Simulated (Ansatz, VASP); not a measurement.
# LaC in VASP and in Ansatz

INCAR

```
SYSTEM = LaC
PREC     = Accurate       ! precision mode
ENCUT    = 520            ! plane-wave cutoff, eV
EDIFF    = 1E-6           ! SCF threshold, eV
ISMEAR   = 0              ! smearing method
SIGMA    = 0.05           ! smearing width, eV
LREAL    = .False.        ! projectors in reciprocal space
LASPH    = .True.         ! aspherical terms in the spheres
NELM     = 60             ! most SCF steps
ALGO     = Normal         ! electronic algorithm
ISIF     = 2              ! what is computed and relaxed
LWAVE    = .False.        ! write WAVECAR
LCHARG   = .False.        ! write CHGCAR
NBANDS   = 14             ! bands
```

File KPOINTS:

```
regular mesh
0
Gamma
  12 12 12
  0 0 0
```

Contents of POSCAR:

```
LaC
1.0
    0.0000000000      2.7165836941      2.7165836941
    2.7165836941      0.0000000000      2.7165836941
    2.7165836941      2.7165836941      0.0000000000
La C
1 1
Direct
    0.5000000000      0.5000000000      0.5000000000
    0.0000000000      0.0000000000      0.0000000000
```

Input for Ansatz:

```yaml
crystal:
  lattice:
    - [0.0, 2.7165836941, 2.7165836941]
    - [2.7165836941, 0.0, 2.7165836941]
    - [2.7165836941, 2.7165836941, 0.0]
  atoms:
    - { symbol: La, position: [0.5, 0.5, 0.5] }
    - { symbol: C, position: [0.0, 0.0, 0.0] }
basis:
  ecutwfc: 420
  ecutrho_ratio: 4
kpoints:
  mp_grid: { grid: [12, 12, 12] }
hamiltonian:
  xc: lda
scf:
  occupations: { method: gaussian, width: 0.05 }
  mixing: { algorithm: msr1, beta: 0.3 }
output:
  forces: true
  stress: true
  write_density: true
  write_potential: true
  elf: true
  volumetric_format: npy
```

The cell comes from a database or a generator and needn't be the stable form of this composition.

Alike in both runs: task single point; functional LDA; k mesh 12 × 12 × 12; occupations gaussian, width 0.05 eV; no spin polarisation.

|  | VASP | Ansatz |
| --- | --- | --- |
| version | VASP 6.6.1 | Ansatz 0.2.0 |
| potentials or method | VASP PAW LDA potentials, release 64 (La, C) | scalar-relativistic, plane waves, PAW |
| plane-wave cutoff (eV) | 520 | 420 |
| valence electrons in the cell | 15 | 15 |

```tsv
	VASP	Ansatz	Ansatz less VASP
gap on the k mesh at the Fermi level (eV)	none	none	-
pressure (GPa)	-5.7	-5.7	-0.01
```

A gap of «none» marks a metal or a gap that the smearing closes.

Spin-orbit coupling is left out, which matters for the levels of La.
